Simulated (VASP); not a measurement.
Input:

```
CELL_PARAMETERS angstrom
      0.00000     2.83133     2.83133
      2.83133     0.00000     2.83133
      2.83133     2.83133     0.00000
ATOMIC_POSITIONS crystal
  Ga 0.00000 0.00000 0.00000
  As 0.25000 0.25000 0.25000
```

All values below come from PBEsol GGA, VASP's PBE PAW potentials (set 64) (plane waves; VASP 6.6.1). Run with 520 eV cut-off, Gaussian smearing of 0.050 eV, potentials Ga_d As.

Q: Estimate the band gap (along the path) with the smallest direct gap where there is one.

A: 
```json
{
 "band gap (along the path)": "0.42 eV",
 "smallest direct gap (along the path)": "0.42 eV"
}
```

Only differences to runs with the same potentials and settings are physical.

The compound is GaAs in the zinc blende structure. It was relaxed first.
